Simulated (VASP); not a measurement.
Crystal: ZnGe2N2.

```xyz
5
Lattice="-1.9692 1.9692 5.1836 1.9692 -1.9692 5.1836 1.9692 1.9692 -5.1836" Properties=species:S:1:pos:R:3 pbc="T T T"
Zn    0.0000    0.0000    0.0000
Ge    0.0000    0.0000    6.3660
Ge    0.0000    0.0000    4.0011
N     0.0000    1.9692    2.5918
N     1.9692    0.0000    2.5918
```

The cell was built by a generator and needn't be a form met in nature.

| Quantity | Value |
| --- | --- |
| Program | VASP 6.6.1 |
| Task | relaxation of cell and atoms |
| Functional | PBE |
| Potentials or basis | VASP PAW PBE potentials, release 64 (Zn, Ge_d, N) |
| Cutoff | 520 eV |
| k mesh | 5 × 5 × 5 |
| Occupations | gaussian, width 0.15 eV |
| Spin | no spin polarisation |

At the start: pressure -11.5 GPa; volume 16.08 Å³/atom.

Task: How do energy, volume and symmetry change on relaxing?

Result: Over 17 steps the energy falls by 757.9 meV/atom and the volume is 12.78 Å³/atom (-20.5 %); space group I4/mmm (No. 139, to 0.05 Å).

The path:
```tsv
step	energy change (eV)	largest force (eV/Å)	pressure (GPa)	volume (Å³)
1	0.0000	5.4001	-11.54	80.41
2	-2.7509	2.6545	-3.46	67.66
3	-3.0325	0.5729	14.99	60.92
4	-3.0941	1.1847	7.15	62.94
5	-3.5846	0.7387	-0.80	67.01
6	-3.6711	0.2855	-3.94	69.24
7	-3.7140	0.5726	1.23	66.43
8	-3.7182	0.3109	-0.24	67.15
9	-3.7380	0.2652	-1.21	66.68
10	-3.7829	0.0446	-1.27	65.22
11	-3.6001	1.3463	0.67	62.09
12	-3.7853	0.1084	-1.65	64.98
13	-3.7584	0.3640	-0.39	63.56
14	-3.7868	0.0355	-0.66	64.68
15	-3.7868	0.0473	-1.30	64.73
16	-3.7750	0.0223	3.31	62.33
17	-3.7894	0.0573	0.11	63.90
```

Final structure:
```
Zn Ge N
1.0
    -1.93839    1.93839    4.25150
     1.93839   -1.93839    4.25150
     1.93839    1.93839   -4.25150
Zn Ge N
1 2 2
Direct
  0.00000 0.00000 0.00000
  0.66192 0.66192 0.00000
  0.33808 0.33808 0.00000
  0.75000 0.25000 0.50000
  0.25000 0.75000 0.50000
```

Caveat: the k mesh is coarse (spacing up to 0.45 Å⁻¹), so the values aren't converged; the volume moved by over 15 % at a fixed basis, so the end points are rough.
